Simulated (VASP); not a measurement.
Method: PBEsol GGA, VASP's PBE PAW potentials (set 64) (plane waves; VASP 6.6.1).

VASP input:

KPOINTS:
```
Automatic
0
gamma
 8 8 6
```

### INCAR
```
# general
SYSTEM =Sb
PREC   =Accurate
ENCUT  =400
LREAL  =.False.
LASPH  =.True.

# electronic loop
EDIFF  =1E-7
NELM   =100
ALGO   =Normal
LMAXMIX=4

# smearing
ISMEAR =-5

# functional
GGA    =PS

# ions
ISIF   =2

# output
LWAVE  =.False.
LCHARG =.True.
LORBIT =11
NEDOS  =601

# other
LEFG   =.True.
```

**POSCAR**
```
Sb
12.6907910
  0.4092054232   0.0000000000   0.0000000000
 -0.2046027116   0.3543822936   0.0000000000
  0.0000000000   0.0000000000   0.5000000155
Sb
4
Cart
 -0.0000002046   0.2362549805   0.0115182921
  0.2046029162   0.1181273131   0.2615182998
  0.2046029162   0.1181273131   0.4884817234
 -0.0000002046   0.2362549805   0.2384817157
```

POTCAR, in this order: Sb (PBE.64 set). Program: vasp_std.

Output of the run:

File OUTCAR:
```
 ion  position               nearest neighbor table
   1  0.333  0.667  0.023-   4 2.88   3 3.01   3 3.01   3 3.01   4 3.47
   2  0.667  0.333  0.523-   3 2.88   4 3.01   4 3.01   4 3.01   3 3.47
   3  0.667  0.333  0.977-   2 2.88   1 3.01   1 3.01   1 3.01   2 3.47
   4  0.333  0.667  0.477-   1 2.88   2 3.01   2 3.01   2 3.01   1 3.47
  LATTYP: Found a hexagonal cell.
 ALAT       =     5.1931405017
 C/A-ratio  =     1.2218802273
 Subroutine PRICEL returns:
 Original cell was already a primitive cell.
 Subroutine GETGRP returns: Found 24 space group operations
The static configuration has the point symmetry D_3d.
 The point group associated with its full space group is D_6h.
The dynamic configuration has the point symmetry D_3d.
 Subroutine INISYM returns: Found 24 space group operations
 Subroutine IBZKPT returns following result:
 Found     40 irreducible k-points:

 Following reciprocal coordinates:
            Coordinates               Weight
  0.000000  0.000000  0.000000      1.000000
  0.125000  0.000000  0.000000      6.000000
  0.250000  0.000000  0.000000      6.000000
  0.375000  0.000000  0.000000      6.000000
  0.500000  0.000000  0.000000      3.000000
...
```

### OSZICAR
```
       N       E                     dE             d eps       ncg     rms          rms(c)
DAV:   1     0.803627536648E+02    0.80363E+02   -0.58349E+03  1120   0.897E+02
DAV:   2    -0.108873462073E+02   -0.91250E+02   -0.89373E+02  1404   0.158E+02
DAV:   3    -0.173462104347E+02   -0.64589E+01   -0.63679E+01  1494   0.454E+01
DAV:   4    -0.174553218606E+02   -0.10911E+00   -0.10908E+00  1330   0.674E+00
DAV:   5    -0.174576892306E+02   -0.23674E-02   -0.23618E-02  1716   0.114E+00    0.385E+00
DAV:   6    -0.174150613861E+02    0.42628E-01   -0.20899E-02  1294   0.715E-01    0.233E+00
DAV:   7    -0.173917704863E+02    0.23291E-01   -0.47193E-02  1244   0.109E+00    0.851E-02
DAV:   8    -0.173923700711E+02   -0.59958E-03   -0.14731E-03  1464   0.243E-01    0.236E-02
DAV:   9    -0.173924756573E+02   -0.10559E-03   -0.14002E-04  1398   0.672E-02    0.132E-02
DAV:  10    -0.173925051843E+02   -0.29527E-04   -0.53037E-05  1300   0.368E-02    0.507E-03
DAV:  11    -0.173925105305E+02   -0.53462E-05   -0.20287E-06  1524   0.785E-03    0.164E-03
DAV:  12    -0.173925091228E+02    0.14077E-05   -0.99691E-07  1324   0.503E-03    0.305E-04
DAV:  13    -0.173925094186E+02   -0.29587E-06   -0.20357E-08   842   0.954E-04    0.965E-05
DAV:  14    -0.173925092670E+02    0.15161E-06   -0.51533E-09   728   0.475E-04    0.408E-05
DAV:  15    -0.173925091672E+02    0.99871E-07   -0.12359E-09   686   0.229E-04
   1 F= -.17392509E+02 E0= -.17392509E+02  d E =0.000000E+00
```

OUTCAR:
```
------------------------ aborting loop because EDIFF is reached ----------------------------------------
  FORCE on cell =-STRESS in cart. coord.  units (eV):
  Direction    XX          YY          ZZ          XY          YZ          ZX
  --------------------------------------------------------------------------------------
  Total        0.0049038      0.0049038      0.3596266      0.0000000     -0.0000000      0.0000000
  in kB        0.0530139      0.0530139      3.8878809      0.0000000     -0.0000000      0.0000000
  external PRESSURE =       1.3313029 kB  Pullay stress =       0.0000000 kB
  volume of cell :      148.20
      direct lattice vectors                 reciprocal lattice vectors
     5.193140502  0.000000000  0.000000000     0.192561707  0.111175553  0.000000000
    -2.596570251  4.497391622  0.000000000     0.000000000  0.222351106  0.000000000
     0.000000000  0.000000000  6.345395696     0.000000000  0.000000000  0.157594585
 POSITION                                       TOTAL-FORCE (eV/Angst)
 -----------------------------------------------------------------------------------
     -0.00000      2.99826      0.14618        -0.000000      0.000000     -0.033340
      2.59657      1.49913      3.31887        -0.000000     -0.000000     -0.033340
      2.59657      1.49913      6.19922         0.000000      0.000000      0.033340
     -0.00000      2.99826      3.02652         0.000000      0.000000      0.033340
 -----------------------------------------------------------------------------------
    total drift:                               -0.000130     -0.000123      0.000000
  FREE ENERGIE OF THE ION-ELECTRON SYSTEM (eV)
  ---------------------------------------------------
  free  energy   TOTEN  =       -17.3925091672 eV

  energy  without entropy=      -17.3925091672  energy(sigma->0) =      -17.39250917

 total charge

# of ion       s       p       d       tot
------------------------------------------
    1        1.231   1.135   0.029   2.395
    2        1.231   1.135   0.029   2.395
    3        1.231   1.135   0.029   2.395
    4        1.231   1.135   0.029   2.395
--------------------------------------------------
tot          4.924   4.540   0.117   9.580

 Electric field gradients after diagonalization (V/A^2)
 (convention: |V_zz| > |V_xx| > |V_yy|)
----------------------------------------------------------------------
 ion       V_xx      V_yy      V_zz     asymmetry (V_yy - V_xx)/ V_zz
----------------------------------------------------------------------
   1       2.101     2.100    -4.201       0.000
   2       2.101     2.100    -4.201       0.000
   3       2.101     2.100    -4.201       0.000
   4       2.101     2.100    -4.201       0.000
```
(Selected blocks of OUTCAR.)

**OUTCAR**
```
 val. band max:        5.2022772793   @ k =   0.2500   0.2500   0.1667

 cond. band min:       5.0374357022   @ k =   0.0000   0.0000   0.1667


 Fermi energy:         5.1351796480

 k-point     1 :       0.0000    0.0000    0.0000
  band No.  band energies     occupation
      1      -7.1307      2.00000
      2      -4.7725      2.00000
      3      -3.1108      2.00000
      4       0.0506      2.00000
      5       0.1845      2.00000
      6       1.3898      2.00000
      7       1.3898      2.00000
      8       3.1266      2.00000
      9       3.2593      2.00000
     10       3.2594      2.00000
     11       4.9137      2.00000
     12       4.9137      1.97434
     13       7.1697      0.00000
     14       7.1698      0.00000

 k-point     2 :       0.1250    0.0000    0.0000
  band No.  band energies     occupation
      1      -7.0425      2.00000
      2      -4.6803      2.00000
      3      -3.3570      2.00000
      4      -0.3768      2.00000
      5       0.0852      2.00000
      6       1.2546      2.00000
      7       1.7662      2.00000
      8       2.9155      2.00000
      9       3.1340      2.00000
     10       3.6496      2.00000
     11       4.9298      2.05797
     12       5.2277      0.07533
     13       7.1925      0.00000
     14       7.4852      0.00000

 k-point     3 :       0.2500    0.0000    0.0000
  band No.  band energies     occupation
      1      -6.7874      2.00000
      2      -4.4125      2.00000
      3      -3.9578      2.00000
      4      -1.2286      2.00000
      5       0.1070      2.00000
      6       0.9834      2.00000
      7       2.2211      2.00000
      8       2.4909      2.00000
      9       2.8768      2.00000
     10       4.2646      2.00000
     11       5.2480      0.21711
     12       5.9902      0.00000
     13       7.5014      0.00000
     14       8.2819      0.00000

 k-point     4 :       0.3750    0.0000    0.0000
  band No.  band energies     occupation
...
```

For a metal the tetrahedron method with Blöchl corrections gives inexact stress and forces. Unless said otherwise, spin-orbit coupling is left out, though it shifts the bands of the heavy elements here.

The structure was generated: Sb was put into the lonsdaleite type (P6_3/mmc), which need not be its known phase. It was relaxed first, which changed the volume by +9 %.
